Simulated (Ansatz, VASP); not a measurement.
## Two plane-wave programs on HfIn4SiO6

INCAR

```
SYSTEM = HfIn4SiO6
PREC = Accurate ; ENCUT = 520
EDIFF = 1E-6 ; ISMEAR = -1
SIGMA = 0.05 ; LREAL = .False.
LASPH = .True. ; NELM = 60
ALGO = Fast ; ISIF = 2
LWAVE = .False. ; LCHARG = .False.
GGA = PE ; LORBIT = 11
KPAR = 4
```

Contents of KPOINTS:

```
regular mesh
0
Gamma
  5 5 4
  0 0 0
```

The input POSCAR:

```
HfIn4SiO6
1.0
    5.6986700000      0.0038100000      0.0155900000
   -0.7050600000      6.1081500000     -0.0057500000
   -2.7371800000     -1.3955700000      6.6307600000
Hf In Si O
1 4 1 6
Direct
    0.1179300000      0.0155600000      0.1329200000
    0.3884200000      0.9990100000      0.7289100000
    0.7586500000      0.0084200000      0.4958600000
    0.2346100000      0.4884100000      0.5330000000
    0.5964900000      0.4821100000      0.2052800000
    0.8677800000      0.4402900000      0.8554400000
    0.5531600000      0.3873800000      0.7929000000
    0.9345400000      0.3848300000      0.6559600000
    0.9841400000      0.2621800000      0.0034700000
    0.9908300000      0.6980600000      0.9845200000
    0.0866500000      0.0649300000      0.3937400000
    0.4868000000      0.1088300000      0.2179900000
```

File input.yaml:

```yaml
crystal:
  lattice:
    - [5.69867, 0.00381, 0.01559]
    - [-0.70506, 6.10815, -0.00575]
    - [-2.73718, -1.39557, 6.63076]
  atoms:
    - { symbol: Hf, position: [0.11793, 0.01556, 0.13292] }
    - { symbol: In, position: [0.38842, 0.99901, 0.72891] }
    - { symbol: In, position: [0.75865, 0.00842, 0.49586] }
    - { symbol: In, position: [0.23461, 0.48841, 0.533] }
    - { symbol: In, position: [0.59649, 0.48211, 0.20528] }
    - { symbol: Si, position: [0.86778, 0.44029, 0.85544] }
    - { symbol: O, position: [0.55316, 0.38738, 0.7929] }
    - { symbol: O, position: [0.93454, 0.38483, 0.65596] }
    - { symbol: O, position: [0.98414, 0.26218, 0.00347] }
    - { symbol: O, position: [0.99083, 0.69806, 0.98452] }
    - { symbol: O, position: [0.08665, 0.06493, 0.39374] }
    - { symbol: O, position: [0.4868, 0.10883, 0.21799] }
hamiltonian:
  xc: pbe
  pseudopotentials: { kind: paw }
kpoints:
  mp_grid: { grid: [5, 5, 4] }
scf:
  occupations: { method: fermi_dirac, width: 0.05 }
output:
  forces: true
  stress: true
  eigenvalues: true
  bader: true
  populations: true
```

The cell was built by a generator and needn't be a form met in nature.

Alike in both runs: task atomic charges; functional PBE; k mesh 5 × 5 × 4; occupations fermi-dirac, width 0.05 eV; no spin polarisation.

```csv
,VASP,Ansatz
version,VASP 6.6.1,Ansatz 0.2.0
potentials or method,"VASP PAW PBE potentials, release 64 (Hf_pv, In_d, Si, O)",Ansatz PAW
plane-wave cutoff (eV),520,420
valence electrons in the cell,102,118
```

Ansatz gave:

```
gap on the k mesh at the Fermi level (eV)       : 0.89
least direct gap on the mesh (eV)               : 1.17
pressure (GPa)                                  : 0.0
largest component of the traceless stress (GPa) : 0.02
rms of the force components (eV/Å)              : 0.002
```

Q: Estimate VASP's values.

A: gap on the k mesh at the Fermi level (eV): 0.88; least direct gap on the mesh (eV): 1.16; pressure (GPa): -0.2; largest component of the traceless stress (GPa): 0.06; rms of the force components (eV/Å): 0.051.

Atom by atom the forces differ by 0.051 eV/Å (rms over components). The two sets of potentials don't hold the same shells in valence.

Caveats: spin-orbit coupling is left out, which moves the levels of the heavy elements; an odd mesh through Γ misses points on the zone boundary, where band edges often lie (VASP); odd divisions of the mesh miss points on the zone boundary, where band edges often lie, so the gap on the mesh can be too wide (Ansatz); the pressure holds a Pulay correction of +0.3 GPa for the finite cutoff (Ansatz).
